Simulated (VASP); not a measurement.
CdBr:

```
CELL_PARAMETERS angstrom
3.36323 0.00000 0.00000
0.00000 3.36323 0.00000
0.00000 0.00000 4.84371
ATOMIC_POSITIONS crystal
Cd 0.00000 0.00000 0.00000
Br 0.50000 0.50000 0.50000
```

The cell was built by a generator and needn't be a form met in nature.

| Quantity | Value |
| --- | --- |
| Program | VASP 6.6.1 |
| Task | relaxation of cell and atoms |
| Functional | r2SCAN |
| Potentials or basis | VASP PAW PBE potentials, release 64 (Cd, Br) |
| Cutoff | 600 eV |
| k mesh | 8 × 8 × 6 |
| Occupations | gaussian, width 0.05 eV |
| Spin | no spin polarisation |

At the start: pressure -1.0 GPa; volume 27.39 Å³/atom.

How do energy, volume and symmetry change on relaxing?

Over 14 steps the energy falls by 204.9 meV/atom and the volume is 25.81 Å³/atom (-5.8 %); space group P4/mmm (No. 123, to 0.05 Å).

The path:
```
step  energy change (eV)  largest force (eV/Å)  pressure (GPa)  volume (Å³)
   1              0.0000                0.0000           -1.04        54.79
   2             -0.1917                0.0000           -0.39        53.24
   3             -0.2703                0.0000            0.34        52.01
   4             -0.3844                0.0000            1.97        49.12
   5              0.3922                0.0000           18.02        41.57
   6             -0.3866                0.0000            2.32        48.72
   7             -0.3861                0.0000            2.47        48.57
   8             -0.4077                0.0000           -0.30        52.14
   9             -0.4091                0.0000            0.18        51.38
  10             -0.4091                0.0000            0.15        51.44
  11             -0.4097                0.0000            0.02        51.60
  12             -0.4098                0.0000           -0.03        51.67
  13             -0.4098                0.0000           -0.03        51.66
  14             -0.4098                0.0000            0.00        51.62
```

Final structure:
```
Cd Br
1.0
     3.69861    0.00000    0.00000
     0.00000    3.69861    0.00000
     0.00000    0.00000    3.77346
Cd Br
1 1
Cartesian
  0.0000 0.0000 3.7735
  1.8493 1.8493 1.8867
```

Caveat: the PAW data sets were made with another functional, which shifts forces and pressure a little; an odd number of electrons without spin polarisation forces a metal; a magnetic or distorted state may lie lower.
